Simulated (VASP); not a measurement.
Given:

```xyz
3
Lattice="0.0000 2.7338 2.7338 2.7338 0.0000 2.7338 2.7338 2.7338 0.0000" Properties=species:S:1:pos:R:3 pbc="T T T"
Co     0.0000     0.0000     0.0000
Si     1.3669     1.3669     1.3669
Si     4.1007     4.1007     4.1007
```

Computed with vdW-DF2, VASP's PBE PAW potentials (set 64) (plane waves; VASP). Settings: 520 eV cut-off, Gaussian smearing of 0.050 eV, potentials Co Si.

Task: Estimate the band gap (along the path) with the smallest direct gap where there is one.

Result: 
- band gap (along the path): none (metal, semimetal or under 0.01 eV)

Total energies compare only between runs with the same potentials, cut-off and functional.

The compound is CoSi2 in the fluorite structure. It was relaxed first, which changed the volume by +6 %. The run is not spin-polarised, so no magnetic state was tried. The electron count is odd and the run is not spin-polarised, which forces a metal.
